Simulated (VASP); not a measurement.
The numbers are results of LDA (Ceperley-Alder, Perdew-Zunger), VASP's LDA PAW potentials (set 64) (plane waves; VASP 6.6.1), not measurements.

VASP input:

INCAR:
```
! general
SYSTEM = SiC
PREC   = Accurate
ENCUT  = 520
LREAL  = .FALSE.
LASPH  = .TRUE.   ! aspherical one-centre terms
ICHARG = 11   ! fixed density

! electronic loop
EDIFF  = 1E-7
NELM   = 100   ! most electronic steps
ALGO   = Normal

! smearing
ISMEAR = 0   ! Gaussian
SIGMA  = 0.05

! output
LWAVE  = .FALSE.
LCHARG = .FALSE.
LORBIT = 11   ! lm-projected
```

KPOINTS:
```
k-points along high-symmetry lines
15
Line-mode
Reciprocal
  0.000000   0.000000   0.000000 ! GAMMA
 -0.500000  -0.500000   0.000000 ! X

 -0.500000  -0.500000   0.000000 ! X
 -0.375000  -0.375000   0.250000 ! U

 -0.375000  -0.000000   0.375000 ! K
  0.000000   0.000000   0.000000 ! GAMMA

  0.000000   0.000000   0.000000 ! GAMMA
 -0.000000  -0.000000   0.500000 ! L

 -0.000000  -0.000000   0.500000 ! L
 -0.500000  -0.250000   0.250000 ! W

 -0.500000  -0.250000   0.250000 ! W
 -0.500000  -0.500000   0.000000 ! X
```

### POSCAR
```
SiC
1
    0.0000000000     2.1657860688     2.1657860688
    2.1657860688     0.0000000000     2.1657860688
    2.1657860688     2.1657860688     0.0000000000
Si C
1 1
Direct
  0.0000000000   0.0000000000   0.0000000000
  0.2500000000   0.2500000000   0.2500000000
```

POTCAR, in this order: Si C (LDA.64 set). Program: vasp_std. Read from the step before: CHGCAR.

Output of the run:

File OUTCAR:
```
 ion  position               nearest neighbor table
   1  0.000  0.000  0.000-   2 1.88   2 1.88   2 1.88   2 1.88
   2  0.250  0.250  0.250-   1 1.88   1 1.88   1 1.88   1 1.88
  LATTYP: Found a face centered cubic cell.
 ALAT       =     4.3315721376
 Subroutine PRICEL returns:
 Original cell was already a primitive cell.
 Subroutine GETGRP returns: Found 24 space group operations
The static configuration has the point symmetry T_d .
The dynamic configuration has the point symmetry T_d .
 Subroutine INISYM returns: Found 24 space group operations
   k-points           NKPTS =     90   k-points in BZ     NKDIM =     90   number of bands    NBANDS=      8
   number of dos      NEDOS =    301   number of ions     NIONS =      2
   total plane-waves  NPLWV =  13824
   dimension x,y,z NGX =    24 NGY =   24 NGZ =   24
   dimension x,y,z NGXF=    48 NGYF=   48 NGZF=   48
   ions per type =               1   1
   PREC   = accura    normal or accurate (medium, high low for compatibility)
   ISTART =      0    job   : 0-new  1-cont  2-samecut
   ICHARG =     11    charge: 1-file 2-atom 10-const
   ISPIN  =      1    spin polarized calculation?
   LNONCOLLINEAR =      F non collinear calculations
   LSORBIT =      F    spin-orbit coupling
   INIWAV =      1    electr: 0-lowe 1-rand  2-diag
   ENCUT  =  520.0 eV  38.22 Ry    6.18 a.u.   5.69  5.69  5.69*2*pi/ulx,y,z
...
```

### OSZICAR
```
       N       E                     dE             d eps       ncg     rms          rms(c)
DAV:   1     0.352803556091E+01    0.35280E+01   -0.40106E+03  1496   0.828E+02
DAV:   2    -0.147720632798E+02   -0.18300E+02   -0.17292E+02  2120   0.976E+01
DAV:   3    -0.150638202547E+02   -0.29176E+00   -0.29176E+00  1656   0.151E+01
DAV:   4    -0.150647002398E+02   -0.87999E-03   -0.87999E-03  2344   0.897E-01
DAV:   5    -0.150647011479E+02   -0.90809E-06   -0.90804E-06  1640   0.167E-02
DAV:   6    -0.150647011523E+02   -0.44104E-08   -0.44637E-08  2312   0.825E-04
   1 F= -.15064701E+02 E0= -.15064701E+02  d E =-.200357E-17
```

**OUTCAR**
```
 val. band max:        8.2705070349   @ k =   0.0000   0.0000   0.0000

 cond. band min:       9.5595912095   @ k =  -0.5000  -0.5000   0.0000



 k-point     1 :       0.0000    0.0000    0.0000
  band No.  band energies     occupation
      1      -7.1884      2.00000
      2       8.2705      2.00000
      3       8.2705      2.00000
      4       8.2705      2.00000
      5      14.7778      0.00000
      6      15.5889      0.00000
      7      15.5889      0.00000
      8      15.5889      0.00000

 k-point     2 :      -0.0357   -0.0357    0.0000
  band No.  band energies     occupation
      1      -7.1545      2.00000
      2       8.1674      2.00000
      3       8.2025      2.00000
      4       8.2025      2.00000
      5      14.8641      0.00000
      6      15.5028      0.00000
      7      15.6869      0.00000
      8      15.6869      0.00000

 k-point     3 :      -0.0714   -0.0714    0.0000
  band No.  band energies     occupation
      1      -7.0530      2.00000
      2       7.8777      2.00000
      3       8.0112      2.00000
      4       8.0112      2.00000
      5      14.9952      0.00000
      6      15.3557      0.00000
      7      15.9671      0.00000
      8      15.9671      0.00000

 k-point     4 :      -0.1071   -0.1071    0.0000
  band No.  band energies     occupation
      1      -6.8842      2.00000
      2       7.4455      2.00000
      3       7.7277      2.00000
      4       7.7277      2.00000
      5      14.7015      0.00000
      6      15.5590      0.00000
      7      16.3961      0.00000
      8      16.3961      0.00000

 k-point     5 :      -0.1429   -0.1429    0.0000
  band No.  band energies     occupation
      1      -6.6490      2.00000
      2       6.9144      2.00000
      3       7.3880      2.00000
      4       7.3880      2.00000
      5      14.1943      0.00000
      6      15.7675      0.00000
      7      16.9341      0.00000
      8      16.9341      0.00000
...
```

The density is held fixed in this step, so its total energy and stress have no physical meaning.

The compound is SiC in the zinc blende structure. It was relaxed first.
